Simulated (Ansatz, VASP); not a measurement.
# BN: VASP beside Ansatz

Wanted: the spread between two codes on one cell, functional and k mesh. The cell is taken from a series of runs on this material, whose earlier steps may have relaxed, scaled, displaced or heated it; both programs get it as it stands.

Calculated with Ansatz 0.2.0; plane waves, with VASP 6.6.1 beside it; r2SCAN.

## 1. Starting point

The structure is hexagonal, space group P6_3/mmc (No. 194). Conventional cell: a = 2.498 Å, b = 2.498 Å, c = 6.636 Å, α = 90.00°, β = 90.00°, γ = 120.00°. Nearest to N lie 3 B at 1.44 Å. Nearest to B lie 3 N at 1.44 Å. Farther neighbours and most contacts between anions are not listed.

## 2. VASP: dielectric response, r2SCAN

The response to a field tests empty states and converges slowly with the mesh.

Lines of VASP's logs that name or quote its potential files are left out, and so is its time.

INCAR reads:

```
SYSTEM = BN
PREC = Accurate
ENCUT = 580
EDIFF = 1E-08
NELM = 120
ISMEAR = 0
SIGMA = 0.01
LREAL = .FALSE.
ALGO = Normal
METAGGA = R2SCAN
LASPH = .TRUE.
NBANDS = 14
LORBIT = 11
LWAVE = .FALSE.
LCHARG = .FALSE.
ISIF = 2
LCALCEPS = .TRUE.
LPEAD = .TRUE.
GGA_COMPAT = .FALSE.
EFERMI = MIDGAP
LMIXTAU = .TRUE.
KPAR = 2
```

POSCAR reads:

```
BN
1.0
    2.4982400000      0.0000000000      0.0000000000
   -1.2491200000      2.1635393048      0.0000000000
    0.0000000000      0.0000000000      6.6357000000
N B
2 2
Direct
    0.6666666666      0.3333333332      0.2500000000
    0.3333333332      0.6666666666      0.7500000000
    0.6666666666      0.3333333332      0.7500000000
    0.3333333332      0.6666666666      0.2500000000
```

KPOINTS reads:

```
Automatic mesh
0
Gamma
10 10 4
0 0 0
```

The projector-augmented-wave data sets are N and B (PBE family, release 64).

On the command line:

```console
> mpirun -np 2 vasp_std
```

Numbers of over 12 decimals in the logs are rounded to 6 here.

Output:

```text
[banner, memory and clock lines left out]
running    2 mpi-ranks, on    1 nodes
 distrk:  each k-point on    1 cores,    2 groups
 distr:  one band on    1 cores,    1 groups

 POSCAR found type information on POSCAR N B
 POSCAR found :  2 types and       4 ions
|                                                                             |
|               ----> ADVICE to this user running VASP <----                  |
|                                                                             |
|     You enforced a specific xc type in the INCAR file but a different       |
|     [... a line on the potential file left out ...]
|     I HOPE YOU KNOW WHAT YOU ARE DOING!                                     |
|                                                                             |

 LDA part: xc-table for (None), standard interpolation
 POSCAR, INCAR and KPOINTS ok, starting setup
 FFT: planning ... GRIDC
 FFT: planning ... GRID_SOFT
 FFT: planning ... GRID
 WAVECAR not read
 entering main loop
       N       E                     dE             d eps       ncg     rms          rms(c)
DAV:   1     0.571050656180E+02    0.57105E+02   -0.88538E+03  1176   0.118E+03
DAV:   2    -0.422267597144E+02   -0.99332E+02   -0.89658E+02  1604   0.269E+02
DAV:   3    -0.466647077179E+02   -0.44379E+01   -0.44088E+01  1560   0.576E+01
DAV:   4    -0.467022020106E+02   -0.37494E-01   -0.37491E-01  1320   0.560E+00
DAV:   5    -0.467026286697E+02   -0.42666E-03   -0.42640E-03  1578   0.578E-01    0.110E+01
DAV:   6    -0.404225157800E+02    0.62801E+01   -0.51532E+00  1446   0.184E+01    0.579E+00
DAV:   7    -0.380854155499E+02    0.23371E+01   -0.71812E-01  1380   0.831E+00    0.291E+00
DAV:   8    -0.403365399853E+02   -0.22511E+01   -0.13918E+00  1332   0.100E+01    0.192E+00
DAV:   9    -0.388639039278E+02    0.14726E+01   -0.48556E-01  1176   0.780E+00    0.277E-01
DAV:  10    -0.385909730354E+02    0.27293E+00   -0.66007E-02  1266   0.284E+00    0.205E-01
DAV:  11    -0.385234968226E+02    0.67476E-01   -0.20277E-02  1182   0.149E+00    0.167E-01
DAV:  12    -0.385003192813E+02    0.23178E-01   -0.24196E-02  1176   0.162E+00    0.129E-01
DAV:  13    -0.385671848839E+02   -0.66866E-01   -0.15909E-02  1212   0.120E+00    0.760E-02
DAV:  14    -0.385935022549E+02   -0.26317E-01   -0.35663E-03  1176   0.720E-01    0.206E-02
[...]
DAV:  19    -0.385945013364E+02    0.11060E-05   -0.10081E-07  1404   0.349E-03    0.299E-04
DAV:  20    -0.385945021513E+02   -0.81491E-06   -0.47832E-08  1242   0.238E-03    0.271E-04
DAV:  21    -0.385945023834E+02   -0.23203E-06   -0.30202E-08  1254   0.206E-03    0.176E-04
DAV:  22    -0.385945026000E+02   -0.21661E-06   -0.11525E-09   924   0.310E-04    0.109E-04
DAV:  23    -0.385945025540E+02    0.45920E-07   -0.17542E-10   702   0.150E-04    0.676E-05
DAV:  24    -0.385945025694E+02   -0.15331E-07   -0.26966E-10   666   0.161E-04    0.177E-05
DAV:  25    -0.385945025845E+02   -0.15105E-07   -0.86007E-11   642   0.893E-05    0.238E-05
DAV:  26    -0.385945025908E+02   -0.62855E-08   -0.16911E-11   654   0.544E-05
       N       E                     dE             d eps       ncg     rms          rms(c)
SDA:   1    -0.385945026615E+02   -0.38595E+02   -0.11167E-12  2184   0.279E-12   0.000E+00
DMP:   2    -0.385945026612E+02    0.30968E-09   -0.71381E-12  2184   0.174E-11   0.105E-12
 final diagonalization occupied
 p_tot=( -0.116E-08 -0.443E-09  0.118E-10 )
       N       E                     dE             d eps       ncg     rms          rms(c)
 p_tot=( -0.116E-08 -0.443E-09  0.118E-10 )
dp_tot=(  0.000E+00  0.000E+00  0.000E+00 )  diag[e(oo)]=(  1.00000    ---      ---   )
SDA:   1    -0.385945026612E+02    0.29195E-09   -0.17754E-04  2184   0.444E-04   0.000E+00
 p_tot=(  0.178E-02 -0.322E-06  0.774E-11 )
dp_tot=(  0.178E-02 -0.322E-06 -0.402E-11 )  diag[e(oo)]=(  1.89575    ---      ---   )
DMP:   2    -0.385945169791E+02   -0.14318E-04   -0.13093E-04  2184   0.186E-04   0.272E-04
 p_tot=(  0.379E-02 -0.681E-06  0.240E-11 )
dp_tot=(  0.379E-02 -0.681E-06 -0.936E-11 )  diag[e(oo)]=(  2.91007    ---      ---   )
DMP:   3    -0.385945263695E+02   -0.93904E-05   -0.60418E-05  2184   0.772E-05   0.142E-04
 p_tot=(  0.522E-02 -0.932E-06 -0.147E-11 )
dp_tot=(  0.522E-02 -0.931E-06 -0.132E-10 )  diag[e(oo)]=(  3.63225    ---      ---   )
DMP:   4    -0.385945307846E+02   -0.44151E-05   -0.35579E-05  2184   0.527E-05   0.697E-05
 p_tot=(  0.596E-02 -0.107E-05 -0.206E-11 )
dp_tot=(  0.596E-02 -0.106E-05 -0.138E-10 )  diag[e(oo)]=(  4.00920    ---      ---   )
DMP:   5    -0.385945335384E+02   -0.27538E-05   -0.20868E-05  2184   0.269E-05   0.487E-05
 p_tot=(  0.628E-02 -0.114E-05  0.393E-13 )
dp_tot=(  0.628E-02 -0.114E-05 -0.117E-10 )  diag[e(oo)]=(  4.16667    ---      ---   )
DMP:   6    -0.385945350652E+02   -0.15268E-05   -0.90764E-06  2184   0.101E-05   0.242E-05
 p_tot=(  0.642E-02 -0.119E-05  0.202E-11 )
dp_tot=(  0.642E-02 -0.119E-05 -0.974E-11 )  diag[e(oo)]=(  4.24009    ---      ---   )
DMP:   7    -0.385945356901E+02   -0.62494E-06   -0.38454E-06  2184   0.517E-06   0.855E-06
 p_tot=(  0.654E-02 -0.125E-05  0.216E-11 )
dp_tot=(  0.654E-02 -0.125E-05 -0.960E-11 )  diag[e(oo)]=(  4.29937    ---      ---   )
DMP:   8    -0.385945359563E+02   -0.26620E-06   -0.18985E-06  2184   0.283E-06   0.369E-06
 p_tot=(  0.665E-02 -0.130E-05  0.979E-12 )
[...]
final diagonalization occupied
 p_tot=( -0.334E-06  0.797E-07  0.293E-10 )
       N       E                     dE             d eps       ncg     rms          rms(c)
 p_tot=( -0.334E-06  0.797E-07  0.293E-10 )
dp_tot=(  0.000E+00  0.000E+00  0.000E+00 )  diag[e(oo)]=(    ---    1.00000    ---   )
SDA:   1    -0.385945026620E+02   -0.19181E-08   -0.17750E-04  2184   0.444E-04   0.000E+00
 p_tot=( -0.545E-06  0.178E-02  0.144E-10 )
dp_tot=( -0.211E-06  0.178E-02 -0.149E-10 )  diag[e(oo)]=(    ---    1.89555    ---   )
DMP:   2    -0.385945169766E+02   -0.14315E-04   -0.13090E-04  2184   0.186E-04   0.272E-04
 p_tot=( -0.780E-06  0.379E-02  0.756E-12 )
dp_tot=( -0.446E-06  0.379E-02 -0.285E-10 )  diag[e(oo)]=(    ---    2.90965    ---   )
DMP:   3    -0.385945263648E+02   -0.93882E-05   -0.60402E-05  2184   0.772E-05   0.142E-04
 p_tot=( -0.947E-06  0.522E-02 -0.442E-11 )
dp_tot=( -0.613E-06  0.522E-02 -0.337E-10 )  diag[e(oo)]=(    ---    3.63168    ---   )
DMP:   4    -0.385945307787E+02   -0.44139E-05   -0.35568E-05  2184   0.527E-05   0.697E-05
 p_tot=( -0.105E-05  0.596E-02 -0.287E-11 )
dp_tot=( -0.713E-06  0.596E-02 -0.321E-10 )  diag[e(oo)]=(    ---    4.00854    ---   )
DMP:   5    -0.385945335315E+02   -0.27528E-05   -0.20862E-05  2184   0.268E-05   0.487E-05
 p_tot=( -0.111E-05  0.628E-02  0.581E-12 )
dp_tot=( -0.780E-06  0.628E-02 -0.287E-10 )  diag[e(oo)]=(    ---    4.16597    ---   )
DMP:   6    -0.385945350578E+02   -0.15263E-05   -0.90737E-06  2184   0.101E-05   0.242E-05
 p_tot=( -0.118E-05  0.642E-02  0.269E-11 )
dp_tot=( -0.843E-06  0.642E-02 -0.266E-10 )  diag[e(oo)]=(    ---    4.23935    ---   )
DMP:   7    -0.385945356826E+02   -0.62479E-06   -0.38442E-06  2184   0.517E-06   0.855E-06
 p_tot=( -0.124E-05  0.654E-02  0.254E-11 )
dp_tot=( -0.905E-06  0.654E-02 -0.267E-10 )  diag[e(oo)]=(    ---    4.29860    ---   )
DMP:   8    -0.385945359487E+02   -0.26610E-06   -0.18980E-06  2184   0.283E-06   0.369E-06
 p_tot=( -0.129E-05  0.665E-02  0.147E-11 )
dp_tot=( -0.957E-06  0.665E-02 -0.278E-10 )  diag[e(oo)]=(    ---    4.35465    ---   )
DMP:   9    -0.385945360759E+02   -0.12714E-06   -0.81321E-07  2184   0.120E-06   0.161E-06
 p_tot=( -0.132E-05  0.673E-02  0.504E-12 )
dp_tot=( -0.991E-06  0.673E-02 -0.288E-10 )  diag[e(oo)]=(    ---    4.39579    ---   )
DMP:  10    -0.385945361254E+02   -0.49570E-07   -0.33107E-07  2184   0.597E-07   0.444E-07
 p_tot=( -0.134E-05  0.677E-02  0.563E-12 )
dp_tot=( -0.101E-05  0.677E-02 -0.287E-10 )  diag[e(oo)]=(    ---    4.41484    ---   )
DMP:  11    -0.385945361452E+02   -0.19742E-07   -0.17408E-07  2184   0.352E-07   0.160E-07
 p_tot=( -0.134E-05  0.677E-02  0.132E-11 )
dp_tot=( -0.101E-05  0.677E-02 -0.279E-10 )  diag[e(oo)]=(    ---    4.41584    ---   )
DMP:  12    -0.385945361557E+02   -0.10540E-07   -0.86863E-08  2184   0.169E-07   0.928E-08
 p_tot=( -0.134E-05  0.676E-02  0.193E-11 )
dp_tot=( -0.101E-05  0.676E-02 -0.273E-10 )  diag[e(oo)]=(    ---    4.40828    ---   )
DMP:  13    -0.385945361607E+02   -0.49787E-08   -0.43992E-08  2184   0.926E-08   0.334E-08
 final diagonalization full
 p_tot=( -0.134E-05  0.674E-02  0.202E-11 )
dp_tot=( -0.100E-05  0.674E-02 -0.272E-10 )  diag[e(oo)]=(    ---    4.39997    ---   )
       N       E                     dE             d eps       ncg     rms          rms(c)
SDA:   1    -0.385945026603E+02    0.33495E-04   -0.28577E-10  1302   0.714E-10   0.000E+00
DMP:   2    -0.385945026612E+02   -0.81673E-09   -0.54360E-11  1302   0.242E-10  -0.277E-10
 final diagonalization occupied
 p_tot=(  0.140E-07 -0.159E-07  0.442E-08 )
       N       E                     dE             d eps       ncg     rms          rms(c)
 p_tot=(  0.140E-07 -0.159E-07  0.442E-08 )
dp_tot=(  0.000E+00  0.000E+00  0.000E+00 )  diag[e(oo)]=(    ---      ---    1.00000 )
SDA:   1    -0.385945026612E+02   -0.87039E-09   -0.18656E-04  1302   0.466E-04   0.000E+00
 p_tot=(  0.812E-08 -0.112E-07  0.187E-02 )
dp_tot=( -0.593E-08  0.464E-08  0.187E-02 )  diag[e(oo)]=(    ---      ---    1.94123 )
DMP:   2    -0.385945151554E+02   -0.12494E-04   -0.61080E-05  1302   0.705E-05   0.158E-04
 p_tot=(  0.184E-08 -0.620E-08  0.347E-02 )
dp_tot=( -0.122E-07  0.966E-08  0.347E-02 )  diag[e(oo)]=(    ---      ---    2.74969 )
DMP:   3    -0.385945170665E+02   -0.19111E-05   -0.52228E-06  1302   0.427E-05  -0.571E-05
 p_tot=( -0.191E-08 -0.307E-08  0.394E-02 )
dp_tot=( -0.160E-07  0.128E-07  0.394E-02 )  diag[e(oo)]=(    ---      ---    2.98888 )
DMP:   4    -0.385945169401E+02    0.12635E-06   -0.17388E-05  1302   0.535E-05  -0.194E-05
 p_tot=( -0.301E-08 -0.201E-08  0.363E-02 )
dp_tot=( -0.171E-07  0.139E-07  0.363E-02 )  diag[e(oo)]=(    ---      ---    2.83184 )
DMP:   5    -0.385945181009E+02   -0.11608E-05   -0.10765E-05  1302   0.193E-05   0.146E-05
 p_tot=( -0.269E-08 -0.215E-08  0.320E-02 )
dp_tot=( -0.167E-07  0.137E-07  0.320E-02 )  diag[e(oo)]=(    ---      ---    2.61652 )
DMP:   6    -0.385945186519E+02   -0.55100E-06   -0.24815E-06  1302   0.587E-06   0.637E-07
 p_tot=( -0.213E-08 -0.261E-08  0.302E-02 )
dp_tot=( -0.162E-07  0.133E-07  0.302E-02 )  diag[e(oo)]=(    ---      ---    2.52548 )
DMP:   7    -0.385945187095E+02   -0.57563E-07   -0.14545E-06  1302   0.536E-06  -0.332E-06
 p_tot=( -0.189E-08 -0.293E-08  0.308E-02 )
dp_tot=( -0.159E-07  0.129E-07  0.308E-02 )  diag[e(oo)]=(    ---      ---    2.55222 )
DMP:   8    -0.385945187910E+02   -0.81507E-07   -0.14479E-06  1302   0.339E-06   0.440E-07
 p_tot=( -0.195E-08 -0.303E-08  0.320E-02 )
dp_tot=( -0.160E-07  0.128E-07  0.320E-02 )  diag[e(oo)]=(    ---      ---    2.61581 )
DMP:   9    -0.385945188758E+02   -0.84842E-07   -0.51339E-07  1302   0.959E-07   0.625E-07
 p_tot=( -0.208E-08 -0.304E-08  0.329E-02 )
dp_tot=( -0.161E-07  0.128E-07  0.329E-02 )  diag[e(oo)]=(    ---      ---    2.65759 )
DMP:  10    -0.385945188927E+02   -0.16920E-07   -0.11717E-07  1302   0.522E-07  -0.441E-07
 p_tot=( -0.213E-08 -0.305E-08  0.330E-02 )
dp_tot=( -0.162E-07  0.128E-07  0.330E-02 )  diag[e(oo)]=(    ---      ---    2.66531 )
DMP:  11    -0.385945188952E+02   -0.24947E-08   -0.15222E-07  1302   0.468E-07  -0.169E-07
 p_tot=( -0.207E-08 -0.308E-08  0.328E-02 )
dp_tot=( -0.161E-07  0.128E-07  0.328E-02 )  diag[e(oo)]=(    ---      ---    2.65362 )
DMP:  12    -0.385945189041E+02   -0.88788E-08   -0.83624E-08  1302   0.175E-07   0.647E-08
 final diagonalization full
 p_tot=( -0.198E-08 -0.312E-08  0.325E-02 )
dp_tot=( -0.160E-07  0.127E-07  0.325E-02 )  diag[e(oo)]=(    ---      ---    2.64018 )
   1 F= -.38594519E+02 E0= -.38594519E+02  d E =0.000000E+00
```

OUTCAR, selected parts (step 2):

```text
ion  position               nearest neighbor table
   1  0.667  0.333  0.250-   4 1.44   4 1.44   4 1.44
   2  0.333  0.667  0.750-   3 1.44   3 1.44   3 1.44
   3  0.667  0.333  0.750-   2 1.44   2 1.44   2 1.44
   4  0.333  0.667  0.250-   1 1.44   1 1.44   1 1.44

  LATTYP: Found a hexagonal cell.
 ALAT       =     2.4982400000
 C/A-ratio  =     2.6561499296

 Subroutine GETGRP returns: Found 24 space group operations
 (whereof 12 operations were pure point group operations)

The static configuration has the point symmetry D_3d.
 The point group associated with its full space group is D_6h.

 Found     42 irreducible k-points:

   k-points           NKPTS =     42   k-points in BZ     NKDIM =     42   number of bands    NBANDS=     14

   dimension x,y,z NGX =    20 NGY =   20 NGZ =   54
   dimension x,y,z NGXF=    40 NGYF=   40 NGZF=  108

   ENCUT  =  580.0 eV  42.63 Ry    6.53 a.u.   4.91  4.91 13.03*2*pi/ulx,y,z

   NELECT =      16.0000    total number of electrons

 k-points in reciprocal lattice and weights: Automatic mesh
   0.00000000  0.00000000  0.00000000       0.003
   0.10000000  0.00000000  0.00000000       0.015
   0.20000000  0.00000000  0.00000000       0.015
   0.30000000  0.00000000  0.00000000       0.015
   0.40000000 -0.00000000  0.00000000       0.015
   0.50000000  0.00000000  0.00000000       0.007
   0.10000000  0.10000000  0.00000000       0.015
   0.20000000  0.10000000  0.00000000       0.030
   0.30000000  0.10000000  0.00000000       0.030
[...]
0.40000000  0.20000000  0.50000000       0.015
   0.30000000  0.30000000  0.50000000       0.015

 average (electrostatic) potential at core
       1 -67.7915       2 -67.7915       3 -30.4741       4 -30.4741

            Ionic dipole moment: p[ion]=(    -0.00000    -0.00000     0.00000 ) |e| Angst

 Total electronic dipole moment: p[elc]=(     0.00000     0.00000     0.00325 ) |e| Angst

 MACROSCOPIC STATIC DIELECTRIC TENSOR (including local field effects)
 ------------------------------------------------------
           4.400382     0.000000     0.000000
          -0.000000     4.400382     0.000000
           0.000000     0.000000     2.640178
 ------------------------------------------------------

 PIEZOELECTRIC TENSOR (including local field effects) (C/m^2)
          XX          YY          ZZ          XY          YZ          ZX
  --------------------------------------------------------------------------------
  x     0.00000     0.00000     0.00000     0.00000     0.00000     0.00000
  y     0.00000     0.00000     0.00000     0.00000     0.00000     0.00000
  z     0.00000     0.00000     0.00000     0.00000     0.00000     0.00000

 BORN EFFECTIVE CHARGES (including local field effects) (in |e|, cummulative output)
 ---------------------------------------------------------------------------------
 ion    1
    1    -2.72824     0.00000     0.00000
    2     0.00000    -2.72824     0.00000
    3    -0.00000    -0.00000    -0.78889
 ion    2
    1    -2.72824     0.00000     0.00000
    2     0.00000    -2.72824     0.00000
    3     0.00000    -0.00000    -0.78889
 ion    3
    1     2.72824     0.00000     0.00000
    2     0.00000     2.72824     0.00000
    3    -0.00000     0.00000     0.78889
 ion    4
    1     2.72824     0.00000     0.00000
    2     0.00000     2.72824     0.00000
    3     0.00000     0.00000     0.78889

  Total        0.4375068      0.4375068      0.1885697      0.0000000      0.0000000      0.0000000
  in kB       19.5438296     19.5438296      8.4235800      0.0000000      0.0000000      0.0000000
  external PRESSURE =      15.8370797 kB  Pullay stress =       0.0000000 kB

  energy-cutoff  :      580.00
  volume of cell :       35.87
      direct lattice vectors                 reciprocal lattice vectors
     2.498240000  0.000000000  0.000000000     0.400281798  0.231102804  0.000000000
    -1.249120000  2.163539305  0.000000000     0.000000000  0.462205608  0.000000000
     0.000000000  0.000000000  6.635700000     0.000000000  0.000000000  0.150700002

 POSITION                                       TOTAL-FORCE (eV/Angst)
 -----------------------------------------------------------------------------------
      1.24912      0.72118      1.65892         0.000000      0.000000     -0.000000
     -0.00000      1.44236      4.97677        -0.000000      0.000000      0.000000
      1.24912      0.72118      4.97677        -0.000000     -0.000000      0.000000
     -0.00000      1.44236      1.65892         0.000000      0.000000     -0.000000
 -----------------------------------------------------------------------------------
    total drift:                                0.000000      0.000000      0.000000
```

(Part 1 of 2 ends here.)

[Lines on the potential files, build, host, timing and source positions are cut from VASP's logs without a mark.]

[Logs are printed without paths, hosts, clocks, repeated set-up lines and the standing remarks that a program may print on its own settings, such as how far it seeks lower states.]

[Hosts, paths, dates, database ids (printed as entryN), source tags and the programs' standing remarks are cut or masked in the printed files.]
